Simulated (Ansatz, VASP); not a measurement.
# CdGeAs2 in two plane-wave programs, part 2 of 3

Aim: how closely do two programs agree when they are given the same cell, functional and k mesh?

VASP 6.6.1 and Ansatz 0.2.0.

So far. Step 2 (VASP: band structure, LDA): The run ends at a pressure of -1.27 GPa, with forces up to 0.23 eV/Å.

### 4. Differences

Known differences besides the potentials themselves: the two LDA forms differ slightly; the data sets hold 128 valence electrons in Ansatz (default PAW (the set named soft_2) files) and 72 in VASP; the cutoff is 420 eV in Ansatz and 360 eV in VASP; VASP's log shows a relativistic correction to its local exchange, Ansatz's none. Total energies have different zeros and are not compared.

Both answers:

```
                     quantity  Ansatz   VASP  difference
               pressure (GPa)   -1.35  -1.27       -0.08
gap over the path points (eV)   0.097  0.097      -0.001
```

Forces (eV/Å; atoms numbered as in POSCAR):

```
atom        Ansatz x, y, z          VASP x, y, z
 Cd1   0.000, 0.000, 0.000   0.000, 0.000, 0.000
 Cd2   0.000, 0.000, 0.000   0.000, 0.000, 0.000
 As3   0.000, 0.242, 0.000   0.000, 0.232, 0.000
 As4  -0.242, 0.000, 0.000  -0.232, 0.000, 0.000
 As5  0.000, -0.242, 0.000  0.000, -0.232, 0.000
 As6   0.242, 0.000, 0.000   0.232, 0.000, 0.000
 Ge7   0.000, 0.000, 0.000   0.000, 0.000, 0.000
 Ge8   0.000, 0.000, 0.000   0.000, 0.000, 0.000
```

Levels at points of the path, from each program's valence-band top (eV; 4 filled, then empty):

```
k (reciprocal lattice)                                  Ansatz                                    VASP
     0.000 0.000 0.000  -2.20 -0.30 -0.14 -0.14 0.10 1.20 1.63  -2.20 -0.26 -0.14 -0.14 0.10 1.19 1.63
     0.000 0.000 0.214  -1.93 -1.59 -0.85 -0.32 1.33 1.59 2.59  -1.94 -1.59 -0.86 -0.32 1.35 1.59 2.59
     0.000 0.000 0.429  -1.48 -1.32 -0.71 -0.56 0.82 0.99 2.33  -1.49 -1.32 -0.71 -0.56 0.83 1.00 2.33
    -0.020 0.020 0.500  -1.12 -1.12 -0.61 -0.61 0.61 0.61 2.40  -1.12 -1.12 -0.60 -0.60 0.63 0.63 2.41
    -0.080 0.080 0.500  -1.15 -1.15 -0.74 -0.74 0.76 0.76 2.63  -1.15 -1.15 -0.74 -0.74 0.77 0.77 2.64
    -0.140 0.140 0.500  -1.22 -1.22 -0.94 -0.94 1.03 1.03 2.86  -1.22 -1.22 -0.93 -0.93 1.05 1.05 2.87
    -0.192 0.192 0.449  -1.62 -1.42 -1.08 -0.78 1.33 1.38 2.57  -1.62 -1.42 -1.08 -0.78 1.34 1.39 2.57
    -0.269 0.269 0.372  -2.04 -1.80 -1.02 -0.56 1.47 1.83 2.10  -2.05 -1.81 -1.02 -0.56 1.47 1.84 2.10
    -0.320 0.320 0.320  -2.10 -1.82 -1.02 -0.50 1.36 1.94 2.05  -2.10 -1.82 -1.02 -0.50 1.36 1.96 2.06
    -0.183 0.183 0.183  -2.02 -1.35 -1.16 -0.55 1.55 2.31 2.45  -2.03 -1.35 -1.16 -0.55 1.56 2.32 2.46
```

The forces differ by 4.2 meV/Å r.m.s., which is 4.4 % of the r.m.s. force of 0.09 eV/Å (both taken over all components). Among the levels compared at these points, filled levels agree within 40 meV and empty ones within 21 meV. Ansatz's pressure holds a Pulay correction of 0.03 GPa; VASP's holds none.

### 5. VASP: band structure, PBE

The same path points are solved in both programs, so levels can be compared one by one.

INCAR

```
SYSTEM = CdGeAs2
PREC = Accurate
ENCUT = 360
EDIFF = 1E-06
NELM = 100
ISMEAR = 0
SIGMA = 0.03
LREAL = .FALSE.
ALGO = Normal
GGA = PE
NBANDS = 56
LORBIT = 11
LWAVE = .FALSE.
LCHARG = .FALSE.
KPAR = 4
```

POSCAR

```
CdGeAs2
1.0
   -2.9715500000      2.9715500000      5.6073000000
    2.9715500000     -2.9715500000      5.6073000000
    2.9715500000      2.9715500000     -5.6073000000
Cd As Ge
2 4 2
Direct
    0.5000000000      0.5000000000      0.0000000000
    0.2500000000      0.7500000000      0.5000000000
    0.0962175700      0.1250000000      0.4712175700
    0.3750000000      0.9037824300      0.0287824300
    0.6537824300      0.6250000000      0.5287824300
    0.8750000000      0.3462175700      0.9712175700
    0.7500000000      0.2500000000      0.5000000000
    0.0000000000      0.0000000000      0.0000000000
```

KPOINTS

```
Automatic mesh
0
Gamma
6 6 6
0 0 0
```

KPOINTS_OPT

```
Line mode
8
Line-mode
Reciprocal
  0.00000000   0.00000000   0.00000000 GAMMA
  0.00000000   0.00000000   0.50000000 X

  0.00000000   0.00000000   0.50000000 X
 -0.14041985   0.14041985   0.50000000 Y

 -0.14041985   0.14041985   0.50000000 Y
 -0.32020992   0.32020992   0.32020992 S

 -0.32020992   0.32020992   0.32020992 S
  0.00000000   0.00000000   0.00000000 GAMMA

  0.00000000   0.00000000   0.00000000 GAMMA
  0.50000000   0.50000000  -0.50000000 Z

  0.50000000   0.50000000  -0.50000000 Z
  0.32020992   0.67979008  -0.32020992 S1

  0.32020992   0.67979008  -0.32020992 S1
  0.00000000   0.50000000   0.00000000 N

  0.00000000   0.50000000   0.00000000 N
  0.25000000   0.25000000   0.25000000 P

  0.25000000   0.25000000   0.25000000 P
  0.50000000   0.50000000  -0.14041985 Y1

  0.50000000   0.50000000  -0.14041985 Y1
  0.50000000   0.50000000  -0.50000000 Z

  0.00000000   0.00000000   0.50000000 X
  0.25000000   0.25000000   0.25000000 P
```

Potentials, in the order of the species: Cd, As and Ge_d (PBE family, release 64).

Started as:

```sh
$ mpirun -np 4 vasp_std
```

Numbers of over 12 decimals in the logs are rounded to 6 here.

Log:

```text
[banner, memory and clock lines left out]
running    4 mpi-ranks, on    1 nodes
[...]
LDA part: xc-table for (Slater+PW92), standard interpolation
 POSCAR, INCAR and KPOINTS ok, starting setup
[...]
entering main loop
       N       E                     dE             d eps       ncg     rms          rms(c)
DAV:   1     0.594750103322E+03    0.59475E+03   -0.25835E+04  4472   0.173E+03
DAV:   2     0.617716733001E+02   -0.53298E+03   -0.49918E+03  3408   0.618E+02
DAV:   3    -0.257510377114E+02   -0.87523E+02   -0.86237E+02  3832   0.134E+02
DAV:   4    -0.306203072038E+02   -0.48693E+01   -0.48597E+01  3960   0.371E+01
[...]
DAV:  12    -0.298059064716E+02   -0.74724E-06   -0.40405E-05  3672   0.445E-02    0.161E-02
DAV:  13    -0.298059100300E+02   -0.35584E-05   -0.84905E-06  3568   0.172E-02    0.481E-03
DAV:  14    -0.298059092307E+02    0.79934E-06   -0.22756E-06  3240   0.111E-02
   1 F= -.29805909E+02 E0= -.29805909E+02  d E =-.142365E-07
 Start KPOINTS_OPT (optional k-point list driver)
k-point batch [1-30\88]
       N       E                     dE             ncg
DAV:   1     0.566000130532E+03   -0.32608E+05     4424
DAV:   2    -0.154820018340E+05   -0.16048E+05     3392
DAV:   3    -0.181143992920E+05   -0.26324E+04     3776
DAV:   4    -0.182606201329E+05   -0.14622E+03     3944
[...]
DAV:   8    -0.182633322954E+05   -0.13945E-03     4096
DAV:   9    -0.182633323011E+05   -0.57301E-05     2840
DAV:  10    -0.182633323015E+05   -0.35799E-06     2376
[...]
k-point batch [61-88\88]
       N       E                     dE             ncg
DAV:   1     0.294250429320E+04   -0.38593E+05     4192
DAV:   2    -0.118523577375E+05   -0.14795E+05     3144
DAV:   3    -0.142713176021E+05   -0.24190E+04     3504
DAV:   4    -0.144039282805E+05   -0.13261E+03     3688
[...]
DAV:   8    -0.144063959791E+05   -0.12788E-03     3800
DAV:   9    -0.144063959842E+05   -0.51300E-05     2688
DAV:  10    -0.144063959845E+05   -0.31852E-06     2232
```

From OUTCAR (step 5):

```text
  Total        4.4549726      4.4549726      4.3770272      0.0000000      0.0000000      0.0000000
  in kB       36.0392507     36.0392507     35.4086983      0.0000000      0.0000000      0.0000000
  external PRESSURE =      35.8290666 kB  Pullay stress =       0.0000000 kB

 POSITION                                       TOTAL-FORCE (eV/Angst)
 -----------------------------------------------------------------------------------
      0.00000      0.00000      5.60730         0.000000     -0.000000      0.000000
      2.97155      0.00000      2.80365         0.000000     -0.000000     -0.000000
      1.48578      1.31472     -1.40183         0.000000      0.148681      0.000000
      1.65683     -1.48578      7.00913        -0.148681     -0.000000      0.000000
      1.48578      1.65683      4.20548         0.000000     -0.148681      0.000000
      1.31472      4.45733      1.40182         0.148681     -0.000000      0.000000
      0.00000      2.97155      2.80365         0.000000     -0.000000     -0.000000
      0.00000      0.00000      0.00000         0.000000     -0.000000      0.000000
 -----------------------------------------------------------------------------------
    total drift:                               -0.000003     -0.000003      0.000004

  FREE ENERGIE OF THE ION-ELECTRON SYSTEM (eV)
  ---------------------------------------------------
  free  energy   TOTEN  =       -29.8059092307 eV

  energy  without entropy=      -29.8059092165  energy(sigma->0) =      -29.80590922

[... 2 parts as in an earlier step ...]

[... 1 further part left out ...]
[key lines of the parts left out:]
E-fermi :   3.1425
```

The run ends at a pressure of 3.58 GPa, with forces up to 0.15 eV/Å.

### 6. Ansatz: band structure, PBE

The same cell, functional, mesh and smearing now go to Ansatz, which takes its cutoff from its data sets.

The cell is taken from a series of VASP runs on this material, whose earlier steps may have relaxed, scaled or displaced it; both programs get it as it stands.

input.yaml

```yaml
crystal:
  lattice:
    - [-2.97155, 2.97155, 5.6073]
    - [2.97155, -2.97155, 5.6073]
    - [2.97155, 2.97155, -5.6073]
  atoms:
    - { symbol: Cd, position: [0.5, 0.5, 0.0] }
    - { symbol: Cd, position: [0.25, 0.75, 0.5] }
    - { symbol: As, position: [0.09621757, 0.125, 0.47121757] }
    - { symbol: As, position: [0.375, 0.90378243, 0.02878243] }
    - { symbol: As, position: [0.65378243, 0.625, 0.52878243] }
    - { symbol: As, position: [0.875, 0.34621757, 0.97121757] }
    - { symbol: Ge, position: [0.75, 0.25, 0.5] }
    - { symbol: Ge, position: [0.0, 0.0, 0.0] }
hamiltonian:
  xc: pbe
  pseudopotentials: { kind: paw }
kpoints:
  mp_grid: { grid: [6, 6, 6] }
  band_path:
    path:
      - [0.0, 0.0, 0.0]
      - [0.0, 0.0, 0.21429]
      - [0.0, 0.0, 0.42857]
      - [-0.02006, 0.02006, 0.5]
      - [-0.08024, 0.08024, 0.5]
      - [-0.14042, 0.14042, 0.5]
      - [-0.19179, 0.19179, 0.44863]
      - [-0.26884, 0.26884, 0.37158]
      - [-0.32021, 0.32021, 0.32021]
      - [-0.18298, 0.18298, 0.18298]
      - [-0.04574, 0.04574, 0.04574]
      - [0.07143, 0.07143, -0.07143]
      - [0.28571, 0.28571, -0.28571]
      - [0.5, 0.5, -0.5]
      - [0.44863, 0.55137, -0.44863]
      - [0.37158, 0.62842, -0.37158]
      - [0.32021, 0.67979, -0.32021]
      - [0.18298, 0.60274, -0.18298]
      - [0.04574, 0.52568, -0.04574]
      - [0.03571, 0.46429, 0.03571]
      - [0.14286, 0.35714, 0.14286]
      - [0.25, 0.25, 0.25]
      - [0.32143, 0.32143, 0.13845]
      - [0.42857, 0.42857, -0.02887]
      - [0.5, 0.5, -0.14042]
      - [0.5, 0.5, -0.29453]
      - [0.5, 0.5, -0.44863]
      - [0.03571, 0.03571, 0.46429]
      - [0.14286, 0.14286, 0.35714]
      - [0.25, 0.25, 0.25]
    npoints: 1
scf:
  occupations: { method: gaussian, width: 0.03 }
  n_extra_bands: 10
output:
  forces: true
  stress: true
  eigenvalues: true
  write_density: true
  write_potential: true
  elf: true
  volumetric_format: npy
```

Started as:

```sh
$ ansatz run input.yaml --threads 4 --pin off --max-ram 9216MiB --backend cpu --events-out ev --progress --plain --runs-dir out
```

Log:

```text
[...]
Crystal: 8 atoms, lattice volume = 198.052 Å³
Basis set: ecut = 420 eV, 3831 PW (Γ), exchange–correlation on 96×96×96 points (8 copies of the dense FFT grid, shifted against one another)
Bands: 74, of which v1, the nominal top of the filled ones, is band 64 counted from 1 (63 counted from 0)
Symmetry: 8 space group operations
[...]
k-points: 30 of 216 (time reversal used)
[...]
k-point 0: bands = [... 60 lower, 6.6289, 8.6685, 8.6685, 8.7197, 8.9033, 10.1173, 10.5424, 11.7491, ... 6 higher]
  k-point 1: bands = [... 60 lower, 6.7384, 7.1420, 8.2764, 8.5574, 10.0672, 10.4204, 11.5936, 11.6366, ... 6 higher]
  k-point 2: bands = [... 60 lower, 7.1982, 7.2248, 7.8253, 8.3154, 10.3289, 10.4116, 11.1791, 11.6598, ... 6 higher]
  k-point 29: bands = [... 60 lower, 6.9198, 6.9198, 7.7950, 7.7950, 10.2304, 10.2304, 10.4575, 10.4575, ... 6 higher]
[key lines of the parts left out:]
SCF converged after 7 iterations
Free energy (F): -44524.063976 eV
Fermi energy:    8.811857 eV
P = ⅓ Tr σ = 3.6017 GPa (36.017 kbar)
```

Run time: 9.4 s. Hardware: 4 threads of INTEL XEON PLATINUM 8581C at 2.10GHz (Emerald Rapids), shared host; peak memory 1 GiB; 36 s of CPU time.

### 7. Differences

What differs besides the data sets and the points named for the pairs above, as far as they apply: VASP leaves aspherical gradient terms in its spheres out (LASPH is not set), Ansatz keeps them. Total energies have different zeros and are not compared.

Both answers:

```
                     quantity  Ansatz   VASP  difference
               pressure (GPa)    3.60   3.58       +0.02
gap over the path points (eV)   0.094  0.095       0.000
```

Forces (eV/Å; atoms numbered as in POSCAR):

```
atom        Ansatz x, y, z          VASP x, y, z
 Cd1   0.000, 0.000, 0.000   0.000, 0.000, 0.000
 Cd2   0.000, 0.000, 0.000   0.000, 0.000, 0.000
 As3   0.000, 0.161, 0.000   0.000, 0.149, 0.000
 As4  -0.161, 0.000, 0.000  -0.149, 0.000, 0.000
 As5  0.000, -0.161, 0.000  0.000, -0.149, 0.000
 As6   0.161, 0.000, 0.000   0.149, 0.000, 0.000
 Ge7   0.000, 0.000, 0.000   0.000, 0.000, 0.000
 Ge8   0.000, 0.000, 0.000   0.000, 0.000, 0.000
```

Levels at points of the path, from each program's valence-band top (eV; 4 filled, then empty):

```
k (reciprocal lattice)                                  Ansatz                                    VASP
     0.000 0.000 0.000  -2.18 -0.14 -0.14 -0.09 0.09 1.31 1.73  -2.18 -0.14 -0.14 -0.09 0.10 1.30 1.73
     0.000 0.000 0.214  -1.91 -1.56 -0.84 -0.32 1.43 1.70 2.67  -1.92 -1.56 -0.84 -0.32 1.43 1.69 2.66
     0.000 0.000 0.429  -1.45 -1.30 -0.70 -0.56 0.94 1.09 2.44  -1.45 -1.30 -0.70 -0.55 0.94 1.09 2.43
    -0.020 0.020 0.500  -1.11 -1.11 -0.60 -0.60 0.74 0.74 2.51  -1.11 -1.11 -0.60 -0.60 0.74 0.74 2.51
    -0.080 0.080 0.500  -1.13 -1.13 -0.72 -0.72 0.88 0.88 2.73  -1.13 -1.13 -0.72 -0.72 0.88 0.88 2.73
    -0.140 0.140 0.500  -1.20 -1.20 -0.91 -0.91 1.14 1.14 2.96  -1.20 -1.20 -0.91 -0.91 1.14 1.14 2.95
    -0.192 0.192 0.449  -1.59 -1.39 -1.06 -0.76 1.43 1.48 2.66  -1.60 -1.39 -1.06 -0.76 1.43 1.48 2.66
    -0.269 0.269 0.372  -2.02 -1.78 -1.01 -0.55 1.54 1.93 2.20  -2.03 -1.78 -1.01 -0.55 1.54 1.93 2.20
    -0.320 0.320 0.320  -2.08 -1.79 -1.01 -0.49 1.45 2.04 2.15  -2.08 -1.80 -1.01 -0.49 1.44 2.04 2.15
    -0.183 0.183 0.183  -2.01 -1.34 -1.15 -0.54 1.64 2.42 2.54  -2.02 -1.34 -1.15 -0.54 1.63 2.42 2.54
```

The forces differ by 5.1 meV/Å r.m.s., which is 8.5 % of the r.m.s. force of 0.06 eV/Å (both taken over all components). Among the levels compared at these points, filled levels agree within 4 meV and empty ones within 9 meV. Ansatz's pressure holds a Pulay correction of 0.03 GPa; VASP's holds none.

### 8. VASP: band structure, LDA, spin-orbit coupling

Levels along a path test the potential and the projectors away from the mesh points.

Changes to INCAR since step 5:

```diff
@@ -9,4 +9,9 @@
 ALGO = Normal
-GGA = PE
-NBANDS = 56
+GGA = CA
+LNONCOLLINEAR = .TRUE.
+MAGMOM = 0 0 0 0 0 0 0 0 0 0 0 0 0 0 0 0 0 0 0 0 0 0 0 0
+NBANDS = 88
+GGA_COMPAT = .FALSE.
+LASPH = .TRUE.
+LSORBIT = .TRUE.
 LORBIT = 11
```

POSCAR is that of step 5.

KPOINTS

```
Automatic mesh
0
Gamma
4 4 4
0 0 0
```

KPOINTS_OPT is that of step 5.

Potentials, in the order of the species: Cd, As and Ge_d (LDA family, release 64).

Started as:

```sh
$ mpirun -np 4 vasp_ncl
```

Log:

```text
[... set-up lines as in an earlier step ...]
 entering main loop
       N       E                     dE             d eps       ncg     rms          rms(c)
DAV:   1     0.721567259538E+03    0.72157E+03   -0.25433E+04  3944   0.219E+03
DAV:   2     0.936862129636E+02   -0.62788E+03   -0.59743E+03  2824   0.765E+02
DAV:   3    -0.271972972304E+02   -0.12088E+03   -0.11670E+03  3104   0.188E+02
DAV:   4    -0.362825290537E+02   -0.90852E+01   -0.89520E+01  3328   0.615E+01
[...]
DAV:  12    -0.354934796789E+02   -0.22230E-04   -0.17698E-04  2888   0.577E-02    0.143E-02
DAV:  13    -0.354934730805E+02    0.65984E-05   -0.32833E-05  2888   0.482E-02    0.107E-02
DAV:  14    -0.354934737404E+02   -0.65989E-06   -0.43755E-06  2832   0.165E-02
   1 F= -.35493474E+02 E0= -.35493474E+02  d E =-.611393E-07  mag=    -0.0000     0.0000     0.0000
 Start KPOINTS_OPT (optional k-point list driver)
k-point batch [1-16\88]
       N       E                     dE             ncg
DAV:   1     0.231896606388E+04   -0.13995E+05     3888
DAV:   2    -0.781946244843E+04   -0.10138E+05     2824
DAV:   3    -0.978590947656E+04   -0.19664E+04     3112
DAV:   4    -0.993798994240E+04   -0.15208E+03     3320
[...]
DAV:   8    -0.994272083955E+04   -0.13916E-03     3552
DAV:   9    -0.994272084411E+04   -0.45619E-05     2456
DAV:  10    -0.994272084444E+04   -0.32972E-06     2032
[...]
k-point batch [81-88\88]
       N       E                     dE             ncg
DAV:   1     0.101554549208E+05   -0.10124E+05     1944
DAV:   2     0.508601981425E+04   -0.50694E+04     1408
DAV:   3     0.409042636547E+04   -0.99559E+03     1560
DAV:   4     0.401341443645E+04   -0.77012E+02     1672
[...]
DAV:   8     0.401107108634E+04   -0.10064E-03     1840
DAV:   9     0.401107108399E+04   -0.23574E-05     1144
DAV:  10     0.401107108381E+04   -0.17736E-06      968
```

From OUTCAR (step 8):

```text
  Total       -1.6590499     -1.6590499     -1.2780319      0.0000000     -0.0000000      0.0000000
  in kB      -13.4211635    -13.4211635    -10.3388539      0.0000000     -0.0000000      0.0000000
  external PRESSURE =     -12.3937269 kB  Pullay stress =       0.0000000 kB

 POSITION                                       TOTAL-FORCE (eV/Angst)
 -----------------------------------------------------------------------------------
      0.00000      0.00000      5.60730         0.000000     -0.000000      0.000000
      2.97155      0.00000      2.80365         0.000000     -0.000000      0.000000
      1.48578      1.31472     -1.40183         0.000000      0.233908     -0.000000
      1.65683     -1.48578      7.00913        -0.233908     -0.000000      0.000000
      1.48578      1.65683      4.20548         0.000000     -0.233908      0.000000
      1.31472      4.45733      1.40182         0.233908     -0.000000     -0.000000
      0.00000      2.97155      2.80365         0.000000     -0.000000     -0.000000
      0.00000      0.00000      0.00000         0.000000     -0.000000      0.000000
 -----------------------------------------------------------------------------------
    total drift:                               -0.000001     -0.000001     -0.000001

  FREE ENERGIE OF THE ION-ELECTRON SYSTEM (eV)
  ---------------------------------------------------
  free  energy   TOTEN  =       -35.4934737404 eV

  energy  without entropy=      -35.4934736793  energy(sigma->0) =      -35.49347371

 magnetization (x)
# of ion       s       p       d       tot
------------------------------------------
    1       -0.000   0.000   0.000   0.000
    2        0.000   0.000   0.000   0.000
    3       -0.000  -0.000   0.000  -0.000
    4        0.000  -0.000  -0.000  -0.000
    5        0.000   0.000  -0.000   0.000
    6       -0.000   0.000   0.000   0.000
    7        0.000   0.000   0.000   0.000
    8        0.000   0.000   0.000   0.000
--------------------------------------------------
tot         -0.000   0.000   0.000   0.000

 magnetization (y)
# of ion       s       p       d       tot
------------------------------------------
    1        0.000  -0.000   0.000  -0.000
    2        0.000  -0.000   0.000  -0.000
    3        0.000  -0.000  -0.000  -0.000
    4       -0.000  -0.000   0.000  -0.000
    5       -0.000   0.000   0.000   0.000
    6        0.000   0.000   0.000   0.000
    7        0.000   0.000  -0.000  -0.000
    8        0.000   0.000  -0.000  -0.000
--------------------------------------------------
tot          0.000  -0.000   0.000  -0.000

 magnetization (z)
# of ion       s       p       d       tot
------------------------------------------
    1        0.000   0.000   0.000   0.000
    2       -0.000  -0.000  -0.000  -0.000
    3       -0.000   0.000   0.000   0.000
    4        0.000   0.000   0.000   0.000
    5        0.000   0.000  -0.000   0.000
    6        0.000  -0.000  -0.000  -0.000
    7       -0.000  -0.000   0.000  -0.000
    8        0.000   0.000  -0.000   0.000
--------------------------------------------------
tot          0.000   0.000   0.000   0.000

[... 1 part as in an earlier step ...]

[... 2 further parts left out ...]
[key lines of the parts left out:]
E-fermi :   3.0515
```

The run ends at a pressure of -1.24 GPa, with forces up to 0.23 eV/Å.

[end of part 2 of 3]

[Lines on the potential files, build, host, timing and source positions are cut from VASP's logs without a mark.]

[Logs are printed without paths, hosts, clocks, repeated set-up lines and the standing remarks that a program may print on its own settings, such as how far it seeks lower states.]

[Hosts, paths, dates, database ids (printed as entryN), source tags and the programs' standing remarks are cut or masked in the printed files.]
